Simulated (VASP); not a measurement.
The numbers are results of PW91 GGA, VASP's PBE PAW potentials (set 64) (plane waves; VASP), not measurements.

VASP ran on this input.

File POSCAR:
```
GdN
1
    0.0000000000     2.5156953389     2.5156953389
    2.5156953389     0.0000000000     2.5156953389
    2.5156953389     2.5156953389     0.0000000000
Gd N
1 1
Direct
  0.0000000000   0.0000000000   0.0000000000
  0.5000000000   0.5000000000   0.5000000000
```

KPOINTS:
```
Automatic
0
Gamma
13 13 13
0 0 0
```

**INCAR**
```
LMAXMIX = 6   # l cut-off of mixed one-centre charges
NELM = 100
LCHARG = .FALSE.
LREAL = .FALSE.   # projection in real space or not
GGA = 91   # PW91
EDIFF = 1E-7
ISMEAR = 1   # Methfessel-Paxton
ALGO = Normal
SYSTEM = GdN
PREC = Accurate
SIGMA = 0.1   # width (eV)
LWAVE = .FALSE.
ENCUT = 520   # plane-wave cut-off (eV)
ISIF = 2   # forces and stress, cell fixed
LASPH = .TRUE.   # aspherical one-centre terms
```

POTCAR, in this order: Gd_3 N (PBE.64 set). Program: vasp_std.

The 4f electrons are frozen in the core of the lanthanide potential, so 4f levels, which can set the real gap, and their magnetism are missing.

Estimate the energy per atom (σ→0), pressure.

| Property | Result |
|---|---|
| energy per atom (σ→0) | -8.136 eV/atom |
| pressure | -4.39 GPa |

File OSZICAR:
```
...
DAV:   8    -0.162779001832E+02   -0.16648E-02   -0.16066E-01  2034   0.406E+00    0.630E+00
DAV:   9    -0.162708606263E+02    0.70396E-02   -0.22635E-02  2266   0.124E+00    0.560E-01
DAV:  10    -0.162711394157E+02   -0.27879E-03   -0.71963E-04  2643   0.231E-01    0.492E-01
DAV:  11    -0.162711023752E+02    0.37041E-04   -0.26646E-04  2257   0.111E-01    0.173E-02
DAV:  12    -0.162711030195E+02   -0.64434E-06   -0.10825E-05  2371   0.278E-02    0.131E-02
DAV:  13    -0.162711026950E+02    0.32450E-06   -0.26509E-06  2409   0.104E-02    0.342E-03
DAV:  14    -0.162711027527E+02   -0.57693E-07   -0.79093E-08  1550   0.283E-03
   1 F= -.16271103E+02 E0= -.16271109E+02  d E =0.197588E-04
```

The compound is GdN in the rock salt structure. This cell is one point of a volume scan, at 1.03 of the reference volume.
